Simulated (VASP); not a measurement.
Input:

```
CELL_PARAMETERS angstrom
      4.29000     0.00000     0.00000
      0.00000     4.29000     0.00000
      0.00000     0.00000     4.29000
ATOMIC_POSITIONS crystal
  Cs 0.00000 0.00000 0.00000
  Br 0.50000 0.50000 0.50000
```

Computed with vdW-DF-cx, VASP's PBE PAW potentials (set 64) (plane waves; VASP). Numerical set-up: 520 eV cut-off, 6×6×6 Γ-centred mesh, Gaussian smearing of 0.050 eV, potentials Cs_sv Br.

Energy and stress use the plane-wave basis of the starting cell.

Task: The ions, cell shape and volume are relaxed. Predict the relaxed structure.

Result: 
```
CELL_PARAMETERS angstrom
      4.25923     0.00000     0.00000
      0.00000     4.25923     0.00000
      0.00000     0.00000     4.25923
ATOMIC_POSITIONS crystal
  Cs 0.00000 0.00000 0.00000
  Br 0.50000 0.50000 0.50000
```
Space group Pm-3m (221), at a tolerance of 0.03 Å.

Task: How do energy and volume change from the first to the last step?

Result: The energy (σ→0) changes by -0.9 meV/atom and the volume by -2.1 %, in 4 ionic steps.

| step | E(σ→0) (eV) | max force (eV/Å) | pressure (GPa) | volume (Å³) |
|---|---|---|---|---|
| 1 | -1.6140 | 0.000 | -0.33 | 78.95 |
| 2 | -1.6154 | 0.000 | -0.15 | 78.02 |
| 3 | -1.6158 | 0.000 | -0.05 | 77.49 |
| 4 | -1.6159 | 0.000 | -0.01 | 77.27 |

The compound is CsBr in the CsCl type structure. This run relaxes it. Symmetry was kept, so distortions that lower it aren't found.
